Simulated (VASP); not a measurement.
Method: PBEsol GGA, VASP's PBE PAW potentials (set 64) (plane waves; VASP).

Input for VASP

File KPOINTS:
```
Regular mesh
0
gamma
12 12 12
0 0 0
```

**INCAR**
```
! general
SYSTEM  = BPt
PREC    = Accurate
ENCUT   = 600
LREAL   = .FALSE.
LASPH   = .TRUE.

! electronic loop
EDIFF   = 1E-7
NELM    = 100
ALGO    = Normal
LMAXMIX = 6

! smearing
ISMEAR  = 1
SIGMA   = 0.1

! functional
GGA     = PS

! ions
ISIF    = 2

! output
LWAVE   = .FALSE.
LCHARG  = .FALSE.
```

### POSCAR
```
BPt
1
    2.7811680132     0.0000000000    -0.0000000000
   -0.0000000000     2.7811680132    -0.0000000000
    0.0000000000    -0.0000000000     2.7811680132
Pt B
1 1
Direct
  0.0000000000   0.0000000000   0.0000000000
  0.5000000000   0.5000000000   0.5000000000
```

POTCAR, in this order: Pt B (PBE.64 set). Program: vasp_std.

**Question.** What will the output report for the number of irreducible k-points (NKPTS), number of bands (NBANDS), largest plane-wave count, number of space-group operations, FFT grid (NGX, NGY, NGZ)?

**Answer.** 
| Quantity | Result |
|---|---|
| number of irreducible k-points (NKPTS) | 84 |
| number of bands (NBANDS) | 10 |
| largest plane-wave count | 739 |
| number of space-group operations | 48 |
| FFT grid (NGX, NGY, NGZ) | 24 × 24 × 24 |

The structure was generated: BPt was put into the CsCl type (Pm-3m), which need not be its known phase. It was relaxed first. The electron count is odd and the run is not spin-polarised, which forces a metal.
